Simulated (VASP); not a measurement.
The system is Be3Pd.

```xyz
4
Lattice="3.9650 0.0000 0.0000 -1.9825 3.4338 0.0000 0.0000 0.0000 4.3238" Properties=species:S:1:pos:R:3 pbc="T T T"
Be    0.0000    0.0000    2.1619
Be    0.0000    2.2892    0.0000
Be    1.9825    1.1446    0.0000
Pd    0.0000    0.0000    0.0000
```

The cell was built by a generator and needn't be a form met in nature.

| Quantity | Value |
| --- | --- |
| Program | VASP 6.6.1 |
| Task | relaxation of cell and atoms |
| Functional | LDA |
| Potentials or basis | VASP PAW LDA potentials, release 64 (Be, Pd) |
| Cutoff | 600 eV |
| k mesh | 8 × 8 × 6 |
| Occupations | methfessel-paxton, width 0.2 eV |
| Spin | no spin polarisation |

At the start: pressure -4.5 GPa; volume 14.72 Å³/atom.

Q: How do energy, volume and symmetry change on relaxing?

A: Over 6 steps the energy falls by 10.4 meV/atom and the volume is 14.02 Å³/atom (-4.7 %); space group P6/mmm (No. 191, to 0.05 Å).

The path:
```tsv
step	energy change (eV)	largest force (eV/Å)	pressure (GPa)	volume (Å³)
1	0.0000	0.0003	-4.51	58.87
2	-0.0387	0.0001	1.23	55.41
3	-0.0414	0.0002	-0.03	56.08
4	-0.0414	0.0002	-0.13	56.13
5	-0.0417	0.0001	-0.11	56.09
6	-0.0417	0.0000	-0.09	56.08
```

Final structure:
```
Be Pd
1.0
     3.90078   -0.00001    0.00000
    -1.95039    3.37817    0.00000
     0.00000    0.00000    4.25600
Be Pd
3 1
Direct
  0.00000 0.00000 0.50000
  0.33333 0.66667 0.00000
  0.66667 0.33333 0.00000
  0.00000 0.00000 0.00000
```
